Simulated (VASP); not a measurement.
CoSi (B20) relaxed at rising pressure, in one space group throughout; other phases were not tried. The pressures are those reached. Method: PBEsol GGA, VASP's PBE PAW potentials (set 64) (plane waves; VASP).

```csv
P (GPa),V (Å³/atom),k-mesh
-0.02,10.553,7×7×7
5.08,10.343,7×7×7
10.07,10.158,7×7×7
20.02,9.836,7×7×7
29.99,9.561,7×7×7
```

Q: Fit an equation of state and predict the volume at 45.19 GPa.

A: Least squares on the third-order Birch-Murnaghan form, P = (3B0/2)(y⁷ − y⁵)[1 + (3/4)(B′ − 4)(y² − 1)] with y = (V0/V)^(1/3), gives V0 = 10.552 Å³/atom, B0 = 242 GPa and B′ = 4.6, and so 9.208 Å³/atom. The run gave 9.207 Å³/atom, -0.0 % from the fit.

Pressures at which the relaxation failed are left out.

The compound is CoSi in the B20 structure. The run is not spin-polarised, so no magnetic state was tried.
